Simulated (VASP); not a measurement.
Here is the system:

```
CELL_PARAMETERS angstrom
      0.00000     2.73487     2.73487
      2.73487     0.00000     2.73487
      2.73487     2.73487     0.00000
ATOMIC_POSITIONS crystal
  Ce 0.00000 0.00000 0.00000
  O  0.25000 0.25000 0.25000
  O  0.75000 0.75000 0.75000
```

Calculation: vdW-DF2, VASP's PBE PAW potentials (set 64) (plane waves; VASP 6.6.1). Settings: 520 eV cut-off, 7×7×7 Γ-centred mesh, Gaussian smearing of 0.050 eV, potentials Ce O.

Question: Give the stress tensor in GPa (positive for a compressed cell).

Answer: 
```
10.98   0.00   0.00
 0.00  10.98   0.00
 0.00   0.00  10.98
```
The pressure is its mean diagonal, 10.98 GPa.

The compound is CeO2 in the fluorite structure. This cell is one point of a volume scan, at 0.94 of the reference volume. The run is not spin-polarised, so no magnetic state was tried.
